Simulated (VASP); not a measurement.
YNb: band structure with SCAN

YNb:

```
Y Nb
1.0
     3.61141    0.00000    0.00000
     0.00000    3.61141    0.00000
     0.00000    0.00000    3.61141
Y Nb
1 1
Direct
  0.00000 0.00000 0.00000
  0.50000 0.50000 0.50000
```

The cell was built by a generator and needn't be a form met in nature.

| Quantity | Value |
| --- | --- |
| Program | VASP 6.6.1 |
| Task | band structure |
| Functional | SCAN |
| Potentials or basis | VASP PAW PBE potentials, release 64 (Y_sv, Nb_sv) |
| Cutoff | 520 eV |
| k mesh | 7 × 7 × 7 |
| Occupations | fermi-dirac, width 0.05 eV |
| Spin | no spin polarisation |
| Further INCAR settings | ALGO = Normal; EDIFF = 1e-06 |

```yaml
Pressure: -0.5 GPa
Band_gap_along_the_path: none (metal or under the smearing width)
```

Levels at the corners of the path, in eV from the Fermi level:
| point | band 9 | band 10 | band 11 | band 12 | band 13 | band 14 | band 15 | band 16 |
| --- | --- | --- | --- | --- | --- | --- | --- | --- |
| Γ | -5.43 | -2.54 | -2.54 | 1.01 | 1.01 | 1.01 | 4.12 | 4.12 |
| X | -2.37 | -2.02 | -0.92 | 0.73 | 0.73 | 0.87 | 1.80 | 2.83 |
| X | -2.37 | -2.02 | -0.92 | 0.73 | 0.73 | 0.87 | 1.80 | 2.83 |
| M | -2.89 | -2.62 | -0.63 | -0.63 | 1.76 | 1.76 | 2.84 | 2.98 |
| M | -2.89 | -2.62 | -0.63 | -0.63 | 1.76 | 1.76 | 2.84 | 2.98 |
| Γ | -5.43 | -2.54 | -2.54 | 1.01 | 1.01 | 1.01 | 4.12 | 4.12 |
| Γ | -5.43 | -2.54 | -2.54 | 1.01 | 1.01 | 1.01 | 4.12 | 4.12 |
| R | -0.72 | -0.72 | -0.72 | -0.11 | -0.11 | -0.11 | 2.94 | 2.94 |
| R | -0.72 | -0.72 | -0.72 | -0.11 | -0.11 | -0.11 | 2.94 | 2.94 |
| X | -2.37 | -2.02 | -0.92 | 0.73 | 0.73 | 0.87 | 1.80 | 2.83 |
| M | -2.89 | -2.62 | -0.63 | -0.63 | 1.76 | 1.76 | 2.84 | 2.98 |
| R | -0.72 | -0.72 | -0.72 | -0.11 | -0.11 | -0.11 | 2.94 | 2.94 |

Run time: 110 s on 1 thread of Intel(R) Xeon(R) 6975P-C (Granite Rapids), on a shared host, peak memory 0.19 GiB.

Caveat: the PAW data sets were made with another functional, which shifts forces and pressure a little.
